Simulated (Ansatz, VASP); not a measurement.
**TiC in two plane-wave programs**

Aim: how closely do two programs agree when they are given the same cell, functional and k mesh? The cell is taken from a series of runs on this material, whose earlier steps may have relaxed, scaled, displaced or heated it; both programs get it as it stands.

Method: plane waves, with VASP 6.6.1 beside it; relaxation of cell and atoms at PBE, in Ansatz 0.2.0.

## Step 1: The starting structure

Symmetry: Fm-3m, No. 225, cubic system. The conventional cell has a = 4.333 Å, b = 4.333 Å, c = 4.333 Å, α = 90.00°, β = 90.00°, γ = 90.00°. Ti has 6 C at 2.17 Å nearest. Nearest to C lie 6 Ti at 2.17 Å. Farther neighbours are not listed.

Coordinates:

```xyz
2
Lattice="0.0000 2.1664 2.1664 2.1664 0.0000 2.1664 2.1664 2.1664 0.0000" Properties=species:S:1:pos:R:3 pbc="T T T"
Ti    0.0000    0.0000    0.0000
C     2.1664    2.1664    2.1664
```

## Step 2: VASP: relaxation of cell and atoms, PBE

The relaxed volume is the usual yardstick between codes: in a stiff, nearly cubic crystal its relative difference is about their pressure difference at one cell divided by the bulk modulus.

Lines of VASP's logs that name or quote its potential files are left out, and so is its time.

Input file INCAR:

```
SYSTEM = TiC
PREC = Accurate
ENCUT = 600
EDIFF = 1E-07
NELM = 120
ISMEAR = 1
SIGMA = 0.2
LREAL = .FALSE.
ALGO = Normal
GGA = PE
NBANDS = 14
LASPH = .TRUE.
LORBIT = 11
LWAVE = .FALSE.
LCHARG = .FALSE.
ISIF = 3
IBRION = 2
NSW = 80
EDIFFG = -0.005
GGA_COMPAT = .FALSE.
NELMIN = 4
```

Input file POSCAR:

```
TiC
1.0
    0.0000000000      2.1664110000      2.1664110000
    2.1664110000      0.0000000000      2.1664110000
    2.1664110000      2.1664110000      0.0000000000
Ti C
1 1
Direct
    0.0000000000      0.0000000000      0.0000000000
    0.5000000000      0.5000000000      0.5000000000
```

Input file KPOINTS:

```
Automatic mesh
0
Gamma
16 16 16
0 0 0
```

Potentials, in the order of the species: Ti_sv and C (PBE family, release 64).

Run with:

```sh
mpirun -np 1 vasp_std
```

Numbers of over 12 decimals in the logs are rounded to 6 here.

What it wrote:

```text
[banner, memory and clock lines left out]
running    1 mpi-ranks, on    1 nodes
 distrk:  each k-point on    1 cores,    1 groups
 distr:  one band on    1 cores,    1 groups

 POSCAR found type information on POSCAR TiC
 POSCAR found :  2 types and       2 ions
 LDA part: xc-table for (Slater+PW92), standard interpolation
 POSCAR, INCAR and KPOINTS ok, starting setup
 FFT: planning ... GRIDC
 FFT: planning ... GRID_SOFT
 FFT: planning ... GRID
 WAVECAR not read
 entering main loop
       N       E                     dE             d eps       ncg     rms          rms(c)
DAV:   1     0.127940092968E+03    0.12794E+03   -0.88709E+03  4060   0.151E+03
DAV:   2    -0.152899866323E+02   -0.14323E+03   -0.13468E+03  4350   0.370E+02
DAV:   3    -0.239526046107E+02   -0.86626E+01   -0.84661E+01  5360   0.874E+01
DAV:   4    -0.243154441583E+02   -0.36284E+00   -0.36260E+00  5076   0.163E+01
DAV:   5    -0.243252677975E+02   -0.98236E-02   -0.98228E-02  5466   0.235E+00    0.182E+01
DAV:   6    -0.193707048940E+02    0.49546E+01   -0.13527E+01  5760   0.604E+01    0.706E+00
DAV:   7    -0.187521910537E+02    0.61851E+00   -0.23779E+00  4946   0.231E+01    0.500E+00
DAV:   8    -0.187264668818E+02    0.25724E-01   -0.11102E-01  4480   0.373E+00    0.356E+00
DAV:   9    -0.187122497292E+02    0.14217E-01   -0.12445E-01  5036   0.492E+00    0.692E-01
DAV:  10    -0.187121704365E+02    0.79293E-04   -0.13066E-02  5294   0.136E+00    0.685E-01
DAV:  11    -0.187097809355E+02    0.23895E-02   -0.35324E-03  4500   0.913E-01    0.287E-01
DAV:  12    -0.187094981298E+02    0.28281E-03   -0.62021E-04  5072   0.358E-01    0.440E-02
DAV:  13    -0.187094907093E+02    0.74204E-05   -0.66727E-05  4588   0.889E-02    0.117E-02
DAV:  14    -0.187094893782E+02    0.13311E-05   -0.23122E-06  5434   0.228E-02    0.279E-03
DAV:  15    -0.187094894687E+02   -0.90486E-07   -0.17122E-07  4062   0.517E-03
   1 F= -.18709489E+02 E0= -.18709318E+02  d E =-.187095E+02
 curvature:   0.00 expect dE= 0.000E+00 dE for cont linesearch  0.000E+00
 trial: gam= 0.00000 g(F)=  0.600E-61 g(S)=  0.187E-04 ort = 0.000E+00 (trialstep = 0.100E+01)
 search vector abs. value=  0.187E-04
 bond charge predicted
       N       E                     dE             d eps       ncg     rms          rms(c)
DAV:   1    -0.187097281610E+02   -0.23878E-03   -0.47368E-03  4714   0.102E+00    0.153E-01
DAV:   2    -0.187095419413E+02    0.18622E-03   -0.73578E-04  4808   0.477E-01    0.522E-02
DAV:   3    -0.187094846109E+02    0.57330E-04   -0.10550E-04  5614   0.146E-01    0.193E-02
DAV:   4    -0.187094835283E+02    0.10825E-05   -0.54059E-05  5416   0.712E-02    0.102E-02
DAV:   5    -0.187094862527E+02   -0.27243E-05   -0.36995E-06  4724   0.187E-02    0.423E-03
DAV:   6    -0.187094875143E+02   -0.12617E-05   -0.32083E-06  6164   0.807E-03    0.290E-03
DAV:   7    -0.187094876168E+02   -0.10243E-06   -0.14514E-07  4096   0.360E-03    0.156E-03
DAV:   8    -0.187094876647E+02   -0.47934E-07   -0.26316E-07  5014   0.411E-03
   2 F= -.18709488E+02 E0= -.18709316E+02  d E =0.180401E-05
 trial-energy change:    0.000002  1 .order    0.000002   -0.000019    0.000022
 step:   0.4624(harm=  0.4624)  dis= 0.00000  next Energy=   -18.709494 (dE=-0.432E-05)
 bond charge predicted
       N       E                     dE             d eps       ncg     rms          rms(c)
DAV:   1    -0.187095624850E+02   -0.74868E-04   -0.13726E-03  4750   0.550E-01    0.820E-02
DAV:   2    -0.187095080994E+02    0.54386E-04   -0.20969E-04  4796   0.255E-01    0.278E-02
DAV:   3    -0.187094916077E+02    0.16492E-04   -0.30094E-05  5638   0.777E-02    0.105E-02
DAV:   4    -0.187094916883E+02   -0.80600E-07   -0.15439E-05  5380   0.383E-02    0.543E-03
DAV:   5    -0.187094929793E+02   -0.12910E-05   -0.10728E-06  4686   0.102E-02    0.218E-03
DAV:   6    -0.187094937322E+02   -0.75296E-06   -0.89182E-07  6214   0.422E-03    0.154E-03
DAV:   7    -0.187094938579E+02   -0.12566E-06   -0.29435E-08  2510   0.172E-03    0.877E-04
DAV:   8    -0.187094939092E+02   -0.51293E-07   -0.92661E-08  3298   0.251E-03
   3 F= -.18709494E+02 E0= -.18709322E+02  d E =-.444047E-05
 curvature:  -0.23 expect dE=-0.617E-09 dE for cont linesearch -0.617E-09
 trial: gam= 0.00000 g(F)=  0.219E-60 g(S)=  0.267E-08 ort =-0.223E-06 (trialstep = 0.892E+00)
 search vector abs. value=  0.277E-08
 reached required accuracy - stopping structural energy minimisation
```

Parts of OUTCAR (step 2):

```text
ion  position               nearest neighbor table
   1  0.000  0.000  0.000-   2 2.17   2 2.17   2 2.17   2 2.17   2 2.17   2 2.17
   2  0.500  0.500  0.500-   1 2.17   1 2.17   1 2.17   1 2.17   1 2.17   1 2.17

  LATTYP: Found a face centered cubic cell.
 ALAT       =     4.3328220000

 Subroutine GETGRP returns: Found 48 space group operations
 (whereof 48 operations were pure point group operations)

The static configuration has the point symmetry O_h .

 Found    145 irreducible k-points:

   k-points           NKPTS =    145   k-points in BZ     NKDIM =    145   number of bands    NBANDS=     14

   dimension x,y,z NGX =    24 NGY =   24 NGZ =   24
   dimension x,y,z NGXF=    48 NGYF=   48 NGZF=   48

   ENCUT  =  600.0 eV  44.10 Ry    6.64 a.u.   6.12  6.12  6.12*2*pi/ulx,y,z

   NELECT =      16.0000    total number of electrons

 k-points in reciprocal lattice and weights: Automatic mesh
   0.00000000  0.00000000  0.00000000       0.000
   0.06250000  0.00000000  0.00000000       0.002
   0.12500000  0.00000000  0.00000000       0.002
   0.18750000  0.00000000  0.00000000       0.002
   0.25000000  0.00000000  0.00000000       0.002
   0.31250000  0.00000000  0.00000000       0.002
   0.37500000  0.00000000  0.00000000       0.002
   0.43750000  0.00000000  0.00000000       0.002
   0.50000000  0.00000000  0.00000000       0.001
[...]
-0.31250000  0.50000000  0.18750000       0.003
  -0.25000000  0.50000000  0.25000000       0.001

 average (electrostatic) potential at core
       1 -71.2042       2 -44.4371

 E-fermi :   9.3913

 k-point     1 :       0.0000    0.0000    0.0000
  band No.  band energies     occupation
      1     -47.1996      2.00000
      2     -23.2249      2.00000
      3     -23.2249      2.00000
      4     -23.2249      2.00000
      5      -2.9945      2.00000
      6      10.0871     -0.00001
      7      10.0871     -0.00001
      8      10.0871     -0.00001
      9      11.0701     -0.00000
     10      11.0701     -0.00000
    ...

 k-point     2 :       0.0625    0.0000    0.0000
  band No.  band energies     occupation
      1     -47.1968      2.00000
      2     -23.2444      2.00000
      3     -23.2268      2.00000
      4     -23.2268      2.00000
      5      -2.9066      2.00000
      6       9.6437     -0.07051
      7       9.8788     -0.00305
      8       9.8788     -0.00305
      9      10.4195     -0.00000
     10      10.4195     -0.00000
    ...

 k-point     3 :       0.1250    0.0000    0.0000
  band No.  band energies     occupation
    ...
      4     -23.2320      2.00000
      5      -2.6473      2.00000
      6       8.7673      2.00009
      7       9.1112      2.06351
      8       9.1112      2.06351
      9      10.5012     -0.00000
     10      10.5012     -0.00000
     11      11.6360     -0.00000
     12      13.1505     -0.00000
     13      13.1505     -0.00000
    ...

  Total       -0.0001920     -0.0001920     -0.0001920      0.0000000     -0.0000000      0.0000000
  in kB       -0.0151221     -0.0151221     -0.0151221      0.0000000     -0.0000000      0.0000000
  external PRESSURE =      -0.0151221 kB  Pullay stress =       0.0000000 kB

  energy-cutoff  :      600.00
  volume of cell :       20.35
      direct lattice vectors                 reciprocal lattice vectors
     0.000000000  2.166799471  2.166799471    -0.230755087  0.230755087  0.230755087
     2.166799471  0.000000000  2.166799471     0.230755087 -0.230755087  0.230755087
     2.166799471  2.166799471 -0.000000000     0.230755087  0.230755087 -0.230755087

 POSITION                                       TOTAL-FORCE (eV/Angst)
 -----------------------------------------------------------------------------------
      0.00000      0.00000     -0.00000         0.000000      0.000000      0.000000
      2.16680      2.16680      2.16680        -0.000000     -0.000000     -0.000000
 -----------------------------------------------------------------------------------
    total drift:                                0.000000     -0.000000     -0.000000

  FREE ENERGIE OF THE ION-ELECTRON SYSTEM (eV)
  ---------------------------------------------------
  free  energy   TOTEN  =       -18.7094939092 eV

  energy  without entropy=      -18.7089790062  energy(sigma->0) =      -18.70932227

 reached required accuracy - stopping structural energy minimisation

 total charge
# of ion       s       p       d       tot
------------------------------------------
    1        2.198   6.246   1.950  10.394
    2        0.894   1.504   0.000   2.398
--------------------------------------------------
tot          3.093   7.750   1.950  12.792

[... 3 further parts left out ...]
```

The run keeps the 48 symmetry operations of its start, so it cannot find a distortion of lower symmetry.

## Step 3: Ansatz: relaxation of cell and atoms, PBE

Ansatz runs on its default PAW (the set named soft_2) files.

The same cell, functional, mesh and smearing now go to Ansatz, which takes its cutoff from its data sets.

Input file input.yaml:

```yaml
crystal:
  lattice:
    - [0.0, 2.166410736, 2.166410736]
    - [2.166410736, 0.0, 2.166410736]
    - [2.166410736, 2.166410736, 0.0]
  atoms:
    - { symbol: Ti, position: [0.0, 0.0, 0.0] }
    - { symbol: C, position: [0.5, 0.5, 0.5] }
kpoints:
  mp_grid: { grid: [16, 16, 16] }
hamiltonian:
  xc: pbe
scf:
  occupations: { method: methfessel_paxton, width: 0.2 }
output:
  forces: true
  stress: true
  eigenvalues: true
relax:
  adjacent_minimum: "off"
  f_tol: 0.001
  max_steps: 60
  cell: { stress_tol: 0.01 }
```

Run with:

```sh
ansatz run input.yaml --threads 8 --pin off --max-ram 16384MiB --backend cpu --events-out ev --progress --plain --runs-dir out
```

What it wrote:

```text
Engine: ansatz 0.2.0, x86_64-unknown-linux-gnu
Pseudopotentials: kind: paw
Pseudopotential: Ti, paw, valence charge 12, recommended cutoff 420 eV (normal), Ti.paw.azcp
Pseudopotential: C, paw, valence charge 4, recommended cutoff 420 eV (normal), C.paw.azcp
Functional definition: PBE
  parameter kappa = 0.804
  parameter beta = 0.066725
  exchange = pbe_x(kappa = kappa, mu = beta*pi^2/3)
  correlation = pbe_c(beta = beta)
Crystal: 2 atoms, lattice volume = 20.335 Å³
Basis set: ecut = 420 eV, 411 PW (Γ), exchange–correlation on 48×48×48 points (8 copies of the dense FFT grid, shifted against one another)
Bands: 12, of which v1, the nominal top of the filled ones, is band 8 counted from 1 (7 counted from 0)
Symmetry: 48 space group operations
Space group: Fm-3m (ITA 225), of the structure as read, at distance tolerance 2.7e-5 Å
k-points: 145 of 4096
Non-local potential: Ti, projectors of the file, l = 0: 3, l = 1: 2, l = 2: 3, l = 3: 1
Non-local potential: C, projectors of the file, l = 0: 2, l = 1: 2, l = 2: 1
PAW form: soft (Blöchl's): semilocal exchange-correlation on the pseudo side does not see the compensation charge
PAW one-centre angular grid: Ti, 590 points (default); XC on 64 Gauss nodes
PAW one-centre angular grid: C, 110 points (default); XC on 64 Gauss nodes
Initial density: superposition of atomic densities (neutral atoms: chi_scale 0, normalization atom), corrected by the library's trained network
Initial wavefunctions: pseudopotential atomic-orbital guess
Functional: x = pbe(κ = 0.804, μ = 0.219515), c = pbe(β = 0.066725)
SCF iter   1: F=—  HF=-2752.272134 eV  |F-HF|=—  |Δ(HF+E_count)|=         —  Δρ=3.71e-3  dr2=1.91e-3  ethr=1.77e-3  ⟨swp⟩=4.3  Hψ=8418  notcnv=0
preconditioner: auto → none  [metal: Δε(μ)=0.009 eV  Ē_g=7.850 eV  σ=0.200 eV  W_gap=0.04  n_scr=8 (ndim 8)  ℏωp=23.3 eV  f_vac=0.000  D(μ)=0.34/eV (n_scr^D=0)  sad-step TF]
SCF iter   2: F=—  HF=-2752.271700 eV  |F-HF|=—  |Δ(HF+E_count)|=   4.34e-4  S|Δr|=    0.00e0  Δρ=2.33e-3  dr2=8.78e-4  ethr=1.20e-5  ⟨swp⟩=1.0  Hψ=2900  notcnv=0
SCF iter   3: F=—  HF=-2752.271599 eV  |F-HF|=—  |Δ(HF+E_count)|=   1.01e-4  S|Δr|=    0.00e0  Δρ=1.70e-4  dr2=1.88e-6  ethr=5.49e-6  ⟨swp⟩=2.0  Hψ=1981  notcnv=0
SCF iter   4: F=—  HF=-2752.271599 eV  |F-HF|=—  |Δ(HF+E_count)|=   7.24e-7  S|Δr|=    0.00e0  Δρ=2.78e-5  dr2=7.60e-8  ethr=6.25e-10  ⟨swp⟩=5.7  Hψ=8163  notcnv=0
SCF iter   5: F=-2752.271599 eV  HF=-2752.271599 eV  |F-HF|=4.16e-9  |Δ(HF+E_count)|=   6.03e-9  S|Δr|=    0.00e0  Δρ=6.28e-6  dr2=6.85e-9  ethr=4.75e-10  ⟨swp⟩=2.1  Hψ=6373  notcnv=0
SCF 1 converged in 5 iterations: F = -2752.271599 eV  dr2 = 6.85e-9
  greatest PAW one-centre occupation: 0.999 electrons in one spin orbital (limit 2), on the Ti atom at site 0 (counted from 0), in its partial waves of l = 0
relax step   1: F+E_penalty+E_count = -2752.27159949 eV  Δ(F+E_penalty+E_count) = +0.000e0 eV  max|allowed force component| = 2.419e-29 eV/Å  Δτ_max = 0.0000 Å  P = +0.024 GPa  Ω = 20.335 Å³  (5 SCF iters, dr2 threshold 1.00e-7 eV, accepted)
[...]
relax step   2: F+E_penalty+E_count = -2752.27159670 eV  Δ(F+E_penalty+E_count) = +2.789e-6 eV  max|allowed force component| = 1.808e-30 eV/Å  Δτ_max = 0.0000 Å  P = +0.003 GPa  Ω = 20.337 Å³  energy of the carried Pulay correction = -2.942e-6 eV  (3 SCF iters, dr2 threshold 1.49e-9 eV, accepted)
[...]
relax step   3: F+E_penalty+E_count = -2752.27160101 eV  Δ(F+E_penalty+E_count) = -4.316e-6 eV  max|allowed force component| = 2.630e-30 eV/Å  Δτ_max = 0.0000 Å  P = +0.003 GPa  Ω = 20.337 Å³  stress off target by 3.07e-3 GPa  SCF on the basis re-selected at this cell (its energy is not comparable with the rows above)  (3 SCF iters)
basis re-selected at this cell: Δ(F+E_penalty+E_count) = -4.316e-6 eV, ΔP = +0.000 GPa vs the last step (what re-selecting the basis moved, of the pressure what is left beyond the Pulay correction that the steps carried, after the strain that the cell walked since its last selection, with what the two solves' SCF thresholds leave and, on support functions, any second-order correction that the steps lacked; it is no m [...]
SCF converged after 3 iterations
Stability not checked: this state was not tested for a lower state beside it, because cold or Methfessel-Paxton smearing, or corrected tetrahedra, fill the levels in a way that the test cannot read (fill_not_monotonic; see scf.lower_state_search)
Free energy (F): -2752.271601 eV
Harris-Foulkes:  -2752.271601 eV  (|F-HF|=9.09e-13)
Internal energy: -2752.271076 eV  (E = F + TS)
E sigma→0 (E₀):  -2752.271470 eV
Entropy (-TS):   -0.000525 eV (-0.262 meV/atom)
Fermi energy:    14.672979 eV
Step filling:    the computed levels leave a gap of 0.0203 eV = 0.1 smearing widths at the electron count; against every level under it full and every level over it empty, smearing changes F+E_penalty+E_count by -0.710 meV and its σ→0 estimate by -0.579 meV
--- Per-component energies (eV) ---
  E_band       = -111.211957
  E_kinetic    = 362.270976
  E_local      = -776.019828  (includes V_loc(G=0)·N_el)
  E_nonlocal   = 31.954206
  E_hartree    = 314.936337
  E_xc         = -147.403780
  E_vxc        = -184.078994  (∫ρ·V_xc dr)
  E_paw        = -1145.230035  (= ΣΔE_a)
  E_vpaw       = -175.211146  (= ΣTr[D̂ρ^β])
  E_aug_tail   = 0.000151  (compensation charges beyond the density's cutoff)
  E_ewald      = -1392.779105
  E_smearing   = -0.000525  (= −TS)
  E_closure    = -0.000000  (closes the sum)
  Σ components = -2752.271601   (vs F -2752.271601, Δ=0.00e0)
--- Forces (eV/Å), atoms counted from 1 ---
  atom   1  Ti    -0.00000000     0.00000000    -0.00000000
  atom   2  C      0.00000000    -0.00000000    -0.00000000
  max |Σ_I F_I| component: 4.21e-30 eV/Å
--- Stress (GPa, compression-positive) ---
        0.003071      -0.000000      -0.000000
       -0.000000       0.003071      -0.000000
       -0.000000       0.000000       0.003071
  P = ⅓ Tr σ = 0.0031 GPa (0.031 kbar)
--- Band table (eV; the first three rows and the last of 145) ---
  k-point 0: bands = [... 4 lower, 2.2802, 15.3738, 15.3738, 15.3738, 16.3493, 16.3493, 16.3493, 16.3977]
  k-point 1: bands = [... 4 lower, 2.3689, 14.9272, 15.1633, 15.1633, 15.7069, 15.7069, 16.5915, 17.3796]
  k-point 2: bands = [... 4 lower, 2.6292, 14.0485, 14.3933, 14.3933, 15.7897, 15.7897, 16.9227, 18.4423]
  k-point 144: bands = [... 4 lower, 5.1573, 11.5358, 11.5358, 11.9725, 17.4691, 17.4691, 18.2030, 19.7879]
--- Relaxed structure (2 steps of the walk, 2 accepted, 1 SCFs on fresh bases) ---
  F+E_penalty+E_count = -2752.27160101 eV   max|allowed force component| = 2.630e-30 eV/Å   (the final SCF, on the basis selected at the relaxed cell)
  cell:  # Å, volume = 20.3371 Å³
    - [0, 2.166473, 2.166473]
    - [2.166473, 0, 2.166473]
    - [2.166473, 2.166473, 0]
  atoms:
    - { symbol: Ti, position: [0, 0, 0] }
    - { symbol: C, position: [0.5, 0.5, 0.5] }
```

In the SCF lines HF is the Harris–Foulkes energy and dr2 the Hartree energy of the density residual, in eV; the loop may stop once dr2 is under the threshold and the program's other checks hold. Hψ counts applications of the Hamiltonian.

## Step 4: Side by side

Known differences besides the potentials themselves: the cutoff is 420 eV in Ansatz and 600 eV in VASP; Ansatz adds a Pulay correction to the stress that steers its cell, VASP none. Total energies have different zeros and are not compared.

The two programs side by side:

```tsv
quantity	Ansatz	VASP	difference
volume (Å³)	20.34	20.35	-0.05 %
edge a after relaxation, in the typed setting (Å)	3.064	3.064	-0.01 %
```

## Step 5: Results

* difference in volume (relaxation of cell and atoms, PBE): -0.045 %

What this shows: The difference in volume is -0.045 % (relaxation of cell and atoms, PBE), within the 1.2 % picked in this series as the mark of a large difference, as far as the stopping tolerances let one tell. How closely two codes agree says nothing of how well the functional describes the real material.

[Lines on the potential files, build, host, timing and source positions are cut from VASP's logs without a mark.]

[Logs are printed without paths, hosts, clocks, repeated set-up lines and the standing remarks that a program may print on its own settings, such as how far it seeks lower states.]

[Hosts, paths, dates, database ids (printed as entryN), source tags and the programs' standing remarks are cut or masked in the printed files.]
